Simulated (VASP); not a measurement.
```yaml
crystal:
  lattice:
    - [1.81474, -3.14322, 0.00000]
    - [1.81474, 3.14322, 0.00000]
    - [0.00000, 0.00000, 5.86798]
  atoms:
    - { symbol: Zr, position: [0.00000, 0.00000, 0.00000] }
    - { symbol: S, position: [0.33333, 0.66667, 0.24752] }
    - { symbol: S, position: [0.66667, 0.33333, 0.75248] }
```

Level of theory: PBEsol GGA with spin-orbit coupling, VASP's PBE PAW potentials (set 64) (plane waves; VASP). Numerical set-up: 400 eV cut-off, 8×8×4 Γ-centred mesh, Gaussian smearing of 0.050 eV, potentials Zr_sv S.

Without a dispersion term in the relaxation, distances and binding between the weakly bound layers, chains or molecules are unreliable, and so is what depends on them.

**Question.** Estimate the energy per atom (σ→0), band gap (over mesh and band path) with the smallest direct gap where there is one.

**Answer.** 
```yaml
band gap (over mesh and band path): 0.75 eV
smallest direct gap (over mesh and band path): 1.50 eV
energy per atom (σ→0): -7.543 eV/atom
```

Only differences to runs with the same potentials and settings are physical.

The compound is ZrS2 in the 1T layered structure. It was relaxed first.
